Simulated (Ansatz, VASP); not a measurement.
**Cross-check of H15C19 (amorphous poly(p-phenylene) at 300 K) between VASP and Ansatz**

Wanted: the spread between two codes on one cell, functional and k mesh. The cell is taken from a series of runs on this material, whose earlier steps may have relaxed, scaled, displaced or heated it; both programs get it as it stands.

Main program and level: Ansatz 0.2.0; plane waves, with VASP 6.6.1 beside it; single point at PBE with D3(BJ).

## (1) Set-up

The cell holds 204 atoms: 114 C and 90 H. Cell: a = 12.860 Å, b = 12.860 Å, c = 12.860 Å, α = 90.0°, β = 90.0°, γ = 90.0°. As first built, before any earlier steps moved the atoms (in the runner's words): 3 poly(p-phenylene) chains of 6 units placed at random, at 1.14 g/cm^3; overlaps pushed apart, then 20 ps at 800 K with MMFF94 bonds, angles, torsions, charges and radii (Halgren, J. Comput. Chem. 17, 490 (1996)) in harmonic and 12-6 forms; charges of ions scaled by 0.8. Snapshot after 30 ps at 300 K and fixed volume.

## (2) Ansatz: single point, PBE with D3(BJ)

Ansatz runs on its default PAW (the set named soft_2) files.

With cell and atoms fixed, the geometry can't cause a difference; cores, projectors, grids and the points listed under the comparison can.

input.yaml

```yaml
crystal:
  lattice:
    - [12.85967, 0.0, 0.0]
    - [0.0, 12.85967, 0.0]
    - [0.0, 0.0, 12.85967]
  atoms:
    - { symbol: C, position: [0.47175, 0.57763, 0.26326] }
    - { symbol: C, position: [0.49167, 0.46834, 0.23674] }
    - { symbol: C, position: [0.4936, 0.4414, 0.13658] }
    - { symbol: C, position: [0.53244, 0.34418, 0.10552] }
    - { symbol: C, position: [0.55446, 0.2662, 0.1778] }
    - { symbol: C, position: [0.5498, 0.30018, 0.28165] }
    - { symbol: C, position: [0.52654, 0.40274, 0.30787] }
    - { symbol: C, position: [0.57193, 0.16093, 0.14031] }
    - { symbol: C, position: [0.6723, 0.12368, 0.12139] }
    - { symbol: C, position: [0.68317, 0.02207, 0.08877] }
    - { symbol: C, position: [0.59995, 0.9492, 0.08226] }
    - { symbol: C, position: [0.50101, 0.98963, 0.10139] }
    - { symbol: C, position: [0.49168, 0.09231, 0.13689] }
    - { symbol: C, position: [0.62028, 0.84032, 0.0567] }
    - { symbol: C, position: [0.70806, 0.79751, 0.10093] }
    - { symbol: C, position: [0.72693, 0.69239, 0.07373] }
    - { symbol: C, position: [0.65232, 0.63289, 0.0236] }
    - { symbol: C, position: [0.5665, 0.67848, 0.98669] }
    - { symbol: C, position: [0.54229, 0.78315, 0.00637] }
    - { symbol: C, position: [0.68464, 0.52903, 0.98518] }
    - { symbol: C, position: [0.75502, 0.46646, 0.03807] }
    - { symbol: C, position: [0.78011, 0.36363, 0.0038] }
    - { symbol: C, position: [0.73392, 0.32223, 0.91372] }
    - { symbol: C, position: [0.66938, 0.38679, 0.86342] }
    - { symbol: C, position: [0.64378, 0.48701, 0.89409] }
    - { symbol: C, position: [0.7593, 0.21588, 0.88635] }
    - { symbol: C, position: [0.68595, 0.1499, 0.83505] }
    - { symbol: C, position: [0.71547, 0.04985, 0.81638] }
    - { symbol: C, position: [0.8182, 0.01357, 0.84185] }
    - { symbol: C, position: [0.88457, 0.08105, 0.89374] }
[... 168 atom lines left out ...]
    - { symbol: H, position: [0.08787, 0.59418, 0.60484] }
    - { symbol: H, position: [0.00912, 0.83746, 0.38639] }
    - { symbol: H, position: [0.20837, 0.8558, 0.35724] }
    - { symbol: H, position: [0.8886, 0.6287, 0.52528] }
    - { symbol: H, position: [0.9114, 0.73454, 0.59716] }
    - { symbol: H, position: [0.87169, 0.74833, 0.46692] }
kpoints:
  mp_grid: { grid: [1, 1, 1] }
hamiltonian:
  xc: pbe
  dispersion: d3bj
scf:
  occupations: { method: fixed }
output:
  forces: true
  stress: true
  populations: true
  dos:
    method: { smearing: { sigma: 0.15 } }
    de: 0.1
    projected: { site_lists: { C: [C], H: [H] } }
  eigenvalues: true
  write_density: true
  write_potential: true
  volumetric_format: npy
```

Started as:

```console
ansatz run input.yaml --threads 8 --pin off --max-ram 15872MiB --backend cpu --events-out ev --progress --plain --runs-dir out
```

Numbers of over 12 decimals in the logs are rounded to 6 here.

Output:

```text
Engine: ansatz 0.2.0, x86_64-unknown-linux-gnu
Pseudopotentials: kind: paw
Pseudopotential: C, paw, valence charge 4, recommended cutoff 420 eV (normal), C.paw.azcp
Pseudopotential: H, paw, valence charge 1, recommended cutoff 420 eV (normal), H.paw.azcp
Functional definition: PBE
  parameter kappa = 0.804
  parameter beta = 0.066725
  exchange = pbe_x(kappa = kappa, mu = beta*pi^2/3)
  correlation = pbe_c(beta = beta)
Crystal: 204 atoms, lattice volume = 2126.618 Å³
Basis set: ecut = 420 eV, 41755 PW (Γ), exchange–correlation on 180×180×180 points (8 copies of the dense FFT grid, shifted against one another)
Bands: 477, of which v1, the nominal top of the filled ones, is band 273 counted from 1 (272 counted from 0)
Symmetry: 1 space group operations
Space group: P1 (ITA 1), of the structure as read, at distance tolerance 1.3e-4 Å
k-points: 1
Non-local potential: C, projectors of the file, l = 0: 2, l = 1: 2, l = 2: 1
Non-local potential: H, projectors of the file, l = 0: 2, l = 1: 1
PAW form: soft (Blöchl's): semilocal exchange-correlation on the pseudo side does not see the compensation charge
PAW one-centre angular grid: C, 110 points (default); XC on 64 Gauss nodes
PAW one-centre angular grid: H, 110 points (default); XC on 64 Gauss nodes
Initial density: superposition of atomic densities (neutral atoms: chi_scale 0, normalization atom), corrected by the library's trained network
Initial wavefunctions: pseudopotential atomic-orbital guess
Functional: x = pbe(κ = 0.804, μ = 0.219515), c = pbe(β = 0.066725)
SCF iter   1: F=—  HF=-30044.140944 eV  |F-HF|=—  |Δ(HF+E_count)|=         —  Δρ=3.63e-3  dr2=3.95e-1  ethr=1.77e-3  ⟨swp⟩=5.0  Hψ=1665  notcnv=0  defer=202
preconditioner: auto → Resta (q_TF=auto, 2.175 Å⁻¹)  ε∞=2.5  [insulator: Δε(μ)=2.741 eV  Ē_g=15.131 eV  n_scr=364 (ndim 8)  ℏωp=18.8 eV  f_vac=0.204  ε∞_Penn≈2.5]
SCF iter   2: F=—  HF=-30044.107223 eV  |F-HF|=—  |Δ(HF+E_count)|=   3.37e-2  Δρ=1.82e-3  dr2=7.22e-2  ethr=7.24e-5  ⟨swp⟩=3.0  Hψ=824  notcnv=0  defer=202
SCF iter   3: F=—  HF=-30044.123338 eV  |F-HF|=—  |Δ(HF+E_count)|=   1.61e-2  Δρ=6.81e-4  dr2=1.39e-2  ethr=1.32e-5  ⟨swp⟩=2.0  Hψ=456  notcnv=0  defer=202
SCF iter   4: F=—  HF=-30044.125515 eV  |F-HF|=—  |Δ(HF+E_count)|=   2.18e-3  Δρ=2.06e-4  dr2=1.80e-3  ethr=2.54e-6  ⟨swp⟩=2.0  Hψ=500  notcnv=0  defer=202
SCF iter   5: F=—  HF=-30044.125678 eV  |F-HF|=—  |Δ(HF+E_count)|=   1.64e-4  Δρ=9.02e-5  dr2=3.09e-4  ethr=3.31e-7  ⟨swp⟩=2.0  Hψ=511  notcnv=0  defer=202
SCF iter   6: F=—  HF=-30044.125632 eV  |F-HF|=—  |Δ(HF+E_count)|=   4.62e-5  Δρ=3.38e-5  dr2=3.59e-5  ethr=5.65e-8  ⟨swp⟩=2.0  Hψ=533  notcnv=0  defer=201
SCF iter   7: F=—  HF=-30044.125549 eV  |F-HF|=—  |Δ(HF+E_count)|=   8.28e-5  Δρ=1.13e-5  dr2=4.20e-6  ethr=6.57e-9  ⟨swp⟩=2.0  Hψ=688  notcnv=0  defer=198
SCF iter   8: F=—  HF=-30044.125548 eV  |F-HF|=—  |Δ(HF+E_count)|=   1.46e-6  Δρ=4.05e-6  dr2=4.80e-7  ethr=7.69e-10  ⟨swp⟩=2.0  Hψ=534  notcnv=0  defer=198
SCF iter   9: F=-30044.125548 eV  HF=-30044.125548 eV  |F-HF|=7.55e-8  |Δ(HF+E_count)|=   1.17e-7  Δρ=1.64e-6  dr2=9.12e-8  ethr=1.83e-11  ⟨swp⟩=24.0  Hψ=4812  notcnv=0
SCF 1 converged in 9 iterations: F = -30044.125548 eV  dr2 = 9.12e-8
  greatest PAW one-centre occupation: 0.700 electrons in one spin orbital (limit 2), on the C atom at site 1 (counted from 0), in its partial waves of l = 0
[...]
--- Löwdin populations: 204 sites ---
  site symbol       q [e]
     0      C      4.4602
     1      C      3.9399
     2      C      4.1411
     3      C      4.1240
     4      C      3.9689
     5      C      4.1273
     6      C      4.1424
     7      C      3.9594
     8      C      4.1238
     9      C      4.1281
    10      C      3.9630
    11      C      4.1419
    12      C      4.1329
    13      C      3.9566
    14      C      4.1278
    15      C      4.0999
    16      C      3.9748
    17      C      4.1224
    18      C      4.1473
    19      C      3.9577
    20      C      4.1225
    21      C      4.1449
    22      C      3.9663
    23      C      4.1294
[...]
196      H      0.8126
   197      H      0.8336
   198      H      0.8139
   199      H      0.8068
   200      H      0.8102
   201      H      0.8098
   202      H      0.8005
   203      H      0.8183
  spilling = 0.011780 (of n_electrons = 546.000000)
```

## (3) VASP: single point, PBE with D3(BJ)

The same cell, functional and mesh now go to VASP, with its own data sets.

Lines of VASP's logs that name or quote its potential files are left out, and so is its time.

INCAR

```
SYSTEM = H15C19
PREC = Accurate
ENCUT = 600
EDIFF = 1E-06
NELM = 120
ISMEAR = 0
SIGMA = 0.01
LREAL = Auto
ALGO = Normal
GGA = PE
IVDW = 12
NBANDS = 415
LORBIT = 11
LWAVE = .FALSE.
LCHARG = .FALSE.
ISIF = 2
LASPH = .TRUE.
GGA_COMPAT = .FALSE.
EFERMI = MIDGAP
```

POSCAR

```
H15C19
1.0
   12.8596700000      0.0000000000      0.0000000000
    0.0000000000     12.8596700000      0.0000000000
    0.0000000000      0.0000000000     12.8596700000
C H
114 90
Direct
    0.4717500000      0.5776300000      0.2632600000
    0.4916700000      0.4683400000      0.2367400000
    0.4936000000      0.4414000000      0.1365800000
    0.5324400000      0.3441800000      0.1055200000
    0.5544600000      0.2662000000      0.1778000000
    0.5498000000      0.3001800000      0.2816500000
    0.5265400000      0.4027400000      0.3078700000
    0.5719300000      0.1609300000      0.1403100000
    0.6723000000      0.1236800000      0.1213900000
    0.6831700000      0.0220700000      0.0887700000
    0.5999500000      0.9492000000      0.0822600000
    0.5010100000      0.9896300000      0.1013900000
    0.4916800000      0.0923100000      0.1368900000
    0.6202800000      0.8403200000      0.0567000000
    0.7080600000      0.7975100000      0.1009300000
    0.7269300000      0.6923900000      0.0737300000
    0.6523200000      0.6328900000      0.0236000000
    0.5665000000      0.6784800000      0.9866900000
    0.5422900000      0.7831500000      0.0063700000
    0.6846400000      0.5290300000      0.9851800000
    0.7550200000      0.4664600000      0.0380700000
    0.7801100000      0.3636300000      0.0038000000
    0.7339200000      0.3222300000      0.9137200000
    0.6693800000      0.3867900000      0.8634200000
    0.6437800000      0.4870100000      0.8940900000
    0.7593000000      0.2158800000      0.8863500000
    0.6859500000      0.1499000000      0.8350500000
    0.7154700000      0.0498500000      0.8163800000
    0.8182000000      0.0135700000      0.8418500000
    0.8845700000      0.0810500000      0.8937400000
[... 168 atom lines left out ...]
    0.0878700000      0.5941800000      0.6048400000
    0.0091200000      0.8374600000      0.3863900000
    0.2083700000      0.8558000000      0.3572400000
    0.8886000000      0.6287000000      0.5252800000
    0.9114000000      0.7345400000      0.5971600000
    0.8716900000      0.7483300000      0.4669200000
```

KPOINTS

```
Automatic mesh
0
Gamma
1 1 1
0 0 0
```

Potentials, in the order of the species: C and H (PBE family, release 64).

Started as:

```console
export OMP_NUM_THREADS=3
mpirun -np 1 vasp_gam
```

Output:

```text
[banner, memory and clock lines left out]
running    1 mpi-ranks, on    1 nodes
[...]
Offloading initialized ...    1 GPUs detected
[...]
LDA part: xc-table for (Slater+PW92), standard interpolation
 POSCAR, INCAR and KPOINTS ok, starting setup
[...]
entering main loop
       N       E                     dE             d eps       ncg     rms          rms(c)
DAV:   1     0.405662880529E+04    0.40566E+04   -0.30441E+05   830   0.137E+03
DAV:   2    -0.991090405827E+03   -0.50477E+04   -0.47512E+04  1053   0.299E+02
DAV:   3    -0.146998268311E+04   -0.47889E+03   -0.47347E+03  1028   0.930E+01
DAV:   4    -0.148299034130E+04   -0.13008E+02   -0.12960E+02  1044   0.173E+01
[...]
DAV:  16    -0.134974149806E+04    0.15710E-04   -0.31680E-05   876   0.126E-02    0.621E-03
DAV:  17    -0.134974149811E+04   -0.52638E-07   -0.10916E-05  1036   0.755E-03    0.364E-03
DAV:  18    -0.134974149827E+04   -0.15834E-06   -0.38457E-06   932   0.363E-03
   1 F= -.13647782E+04 E0= -.13647782E+04  d E =0.000000E+00
```

From OUTCAR (step 3):

```text
  FREE ENERGIE OF THE ION-ELECTRON SYSTEM (eV)
  ---------------------------------------------------
  free  energy   TOTEN  =     -1364.7782141016 eV

  energy  without entropy=    -1364.7782141016  energy(sigma->0) =    -1364.77821410
```

The run ends at a pressure of 4.38 GPa, with forces up to 4.6 eV/Å.

## (4) Side by side

Known differences besides the potentials themselves: fixed occupations in Ansatz, narrow Gaussian smearing in VASP; the cutoff is 420 eV in Ansatz and 600 eV in VASP (PREC = Accurate, projectors in real space). Total energies have different zeros and are not compared.

Compared:

| quantity | Ansatz | VASP | difference |
| --- | --- | --- | --- |
| pressure (GPa) | 4.42 | 4.38 | +0.04 |
| gap on the k mesh (eV) | 2.739 | 2.738 | +0.001 |

Forces on 9 of the 204 atoms, those with the largest forces and the largest differences (eV/Å; atoms numbered as in POSCAR):

| atom | Ansatz x, y, z | VASP x, y, z |
| --- | --- | --- |
| C7 | 0.392, -3.567, 2.620 | 0.393, -3.555, 2.653 |
| C18 | -3.511, 1.840, -1.154 | -3.532, 1.819, -1.170 |
| C36 | 0.273, 1.634, -0.338 | 0.236, 1.603, -0.332 |
| C41 | 0.356, 3.412, 0.545 | 0.359, 3.367, 0.537 |
| C70 | -4.519, 0.977, -0.178 | -4.529, 0.971, -0.165 |
| C71 | 4.372, -0.575, -0.577 | 4.398, -0.579, -0.576 |
| C92 | 1.693, 2.633, -1.624 | 1.671, 2.606, -1.579 |
| C102 | 3.379, 1.234, 0.568 | 3.405, 1.247, 0.572 |
| C109 | 3.475, -1.529, 1.143 | 3.498, -1.540, 1.153 |

The forces differ by 15 meV/Å r.m.s., which is 1.4 % of the r.m.s. force of 1.012 eV/Å (both taken over all components). A gap on the mesh is an upper bound, since the band edges may lie between its points.

## (5) Results

```json
{
  "r.m.s. force difference (single point, PBE with D3(BJ))": "1.4 % of the r.m.s. force"
}
```

**Reading.** The r.m.s. force difference is 1.4 % of the r.m.s. force (single point, PBE with D3(BJ)), within the 3 % picked in this series as the mark of a large difference. Such differences can come from data sets, numerical settings and the points named under the comparisons, not from the functional's error against experiment.

[Lines on the potential files, build, host, timing and source positions are cut from VASP's logs without a mark.]

[Logs are printed without paths, hosts, clocks, repeated set-up lines and the standing remarks that a program may print on its own settings, such as how far it seeks lower states.]

[Hosts, paths, dates, database ids (printed as entryN), source tags and the programs' standing remarks are cut or masked in the printed files.]

[The MMFF94 radii named for the starting cell were scaled by 0.96; in molecules described by MMFF94, hydrogen bound to N, O or S took a small fixed 12-6 site in their place.]
